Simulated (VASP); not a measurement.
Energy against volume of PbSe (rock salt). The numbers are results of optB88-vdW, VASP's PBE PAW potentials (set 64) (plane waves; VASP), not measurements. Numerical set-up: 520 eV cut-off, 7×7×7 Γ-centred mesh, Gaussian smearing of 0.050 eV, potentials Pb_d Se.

```json
[
 {"V (Å³/atom)": "28.893", "E (eV/atom)": "-1.69850"},
 {"V (Å³/atom)": "29.787", "E (eV/atom)": "-1.70310"},
 {"V (Å³/atom)": "30.680", "E (eV/atom)": "-1.69942"},
 {"V (Å³/atom)": "31.574", "E (eV/atom)": "-1.68868"}
]
```

Q: Fit these four points and predict the energy of the run at 28.000 Å³/atom.

A: A cubic in V^(−2/3), the third-order Birch-Murnaghan form, passes through the four points with V0 = 29.81 Å³/atom and B0 = 49 GPa, and gives -1.6842 eV/atom there. The run gave -1.6841 eV/atom, +0.1 meV/atom from the fit; all five points give B0 = 49 GPa.

The compound is PbSe in the rock salt structure. It was relaxed first.
